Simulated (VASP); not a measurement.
Input for VASP

**POSCAR**
```
ZrS2
1
    3.6406073575     0.0000000000     0.0000000000
   -1.8203036787     3.1528584786    -0.0000000000
   -0.0000000000     0.0000000000     5.7991896065
Zr S
1 2
Direct
  0.0000000000   0.0000000000   0.0000000000
  0.3333330000   0.6666670000   0.2492655329
  0.6666670000   0.3333330000   0.7507344671
```

### KPOINTS
```
Automatic mesh
0
Gamma
6 6 4
0 0 0
```

### INCAR
```
SYSTEM = ZrS2
PREC = Accurate
ENCUT = 480
EDIFF = 1E-6
NELM = 100
ALGO = Normal
LREAL = .FALSE.
LASPH = .TRUE.
ISMEAR = 0
SIGMA = 0.05
GGA = BO
PARAM1 = 0.1833333333
PARAM2 = 0.22
LUSE_VDW = .TRUE.
AGGAC = 0.0
LMAXMIX = 4
LWAVE = .FALSE.
LCHARG = .FALSE.
IBRION = 2
ISIF = 3
NSW = 60
EDIFFG = -0.02
```

POTCAR, in this order: Zr_sv S (PBE.64 set). Program: vasp_std.

Task: Translate this optB88-vdW calculation to Quantum ESPRESSO's pw.x.

Result: One equivalent input (not run):
```
&CONTROL
  calculation = 'vc-relax'
  pseudo_dir = './pseudo'
  outdir = './out'
  tprnfor = .true.
  tstress = .true.
  nstep = 60
  forc_conv_thr = 0.00078
/
&SYSTEM
  ibrav = 0
  nat = 3
  ntyp = 2
  ecutwfc = 66
  occupations = 'smearing'
  smearing = 'gaussian'
  degauss = 0.003675
  input_dft = 'vdw-df-obk8'
/
&ELECTRONS
  conv_thr = 7.3e-08
  electron_maxstep = 100
/
&IONS
/
&CELL
/
ATOMIC_SPECIES
  Zr 91.224 Zr.upf
  S 32.060 S.upf
CELL_PARAMETERS angstrom
     3.6406074    0.0000000    0.0000000
    -1.8203037    3.1528585   -0.0000000
    -0.0000000    0.0000000    5.7991896
ATOMIC_POSITIONS crystal
  Zr   0.0000000  0.0000000  0.0000000
  S    0.3333330  0.6666670  0.2492655
  S    0.6666670  0.3333330  0.7507345
K_POINTS automatic
  6 6 4 0 0 0
```
Limits of the translation: the potentials are each code's own (VASP's PAW set, PseudoDojo norm-conserving files in pw.x), so ENCUT and ecutwfc are chosen apart and not converted; conv_thr bounds pw.x's estimated SCF error, while EDIFF bounds the energy change between steps; forc_conv_thr acts on force components and is met together with etot_conv_thr.

The compound is ZrS2 in the 1T layered structure. This run relaxes it. Symmetry was kept, so distortions that lower it aren't found. The start is the result of an earlier pass.
